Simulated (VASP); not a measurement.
A VASP calculation is set up with these files.

POSCAR:
```
CdSe
1
    2.1903211260    -3.7937472256     0.0000000000
    2.1903211260     3.7937472256     0.0000000000
    0.0000000000    -0.0000000000     7.1452983137
Cd Se
2 2
Direct
  0.6666670000   0.3333330000   0.5000443960
  0.3333330000   0.6666670000   0.0000443960
  0.6666670000   0.3333330000   0.8759556040
  0.3333330000   0.6666670000   0.3759556040
```

**INCAR**
```
SYSTEM = CdSe
PREC = Accurate; ENCUT = 480; LREAL = .FALSE.
LASPH = .TRUE.
EDIFF = 1E-7; NELM = 100; ALGO = Normal
LMAXMIX = 4
ISMEAR = 0; SIGMA = 0.05
GGA = PE
ISIF = 2
LWAVE = .FALSE.; LCHARG = .FALSE.
```

KPOINTS:
```
Automatic mesh
0
Gamma
6 6 4
0 0 0
```

POTCAR, in this order: Cd Se (PBE.64 set). Program: vasp_std.

Task: Translate this PBE calculation to Ansatz.

Result: One equivalent input (not run):
Ansatz 0.2 input:
```yaml
crystal:
  lattice:
    - [2.1903211, -3.7937472, 0.0000000]
    - [2.1903211, 3.7937472, 0.0000000]
    - [0.0000000, 0.0000000, 7.1452983]
  atoms:
    - { symbol: Cd, position: [0.6666670, 0.3333330, 0.5000444] }
    - { symbol: Cd, position: [0.3333330, 0.6666670, 0.0000444] }
    - { symbol: Se, position: [0.6666670, 0.3333330, 0.8759556] }
    - { symbol: Se, position: [0.3333330, 0.6666670, 0.3759556] }
kpoints:
  mp_grid: { grid: [6, 6, 4] }
hamiltonian:
  xc: pbe
  pseudopotentials: { kind: paw }
scf:
  occupations: { method: gaussian, width: 0.05 }
  max_iter: 100
output: { forces: true, stress: true, eigenvalues: true }
```
The two are equivalent in intent, not identical: each code has its own PAW files, so the cut-off isn't converted (ENCUT is set for VASP's; basis.ecutwfc is left out, and Ansatz then takes the one that its files recommend); Ansatz stops its SCF on the density residual and VASP on the energy change (EDIFF).

The compound is CdSe in the wurtzite structure. It was relaxed first, which changed the volume by +6 %.
